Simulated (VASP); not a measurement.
Energy against volume of BaF2 (fluorite). These are LDA (Ceperley-Alder, Perdew-Zunger), VASP's LDA PAW potentials (set 64) (plane waves; VASP) values and carry that method's errors. Settings: 520 eV cut-off, 6×6×6 Γ-centred mesh, Gaussian smearing of 0.050 eV, potentials Ba_sv F.

| V (Å³/atom) | E (eV/atom) |
|---|---|
| 17.702 | -6.19043 |
| 18.267 | -6.20413 |
| 18.832 | -6.20869 |
| 19.397 | -6.20576 |

Fit these four points and predict the energy of the run at 19.962 Å³/atom.

A cubic in V^(−2/3), the third-order Birch-Murnaghan form, passes through the four points with V0 = 18.88 Å³/atom and B0 = 70 GPa, and gives -6.1967 eV/atom there. The run gave -6.1964 eV/atom, +0.3 meV/atom from the fit; all five points give B0 = 71 GPa.

The compound is BaF2 in the fluorite structure. It was relaxed first.
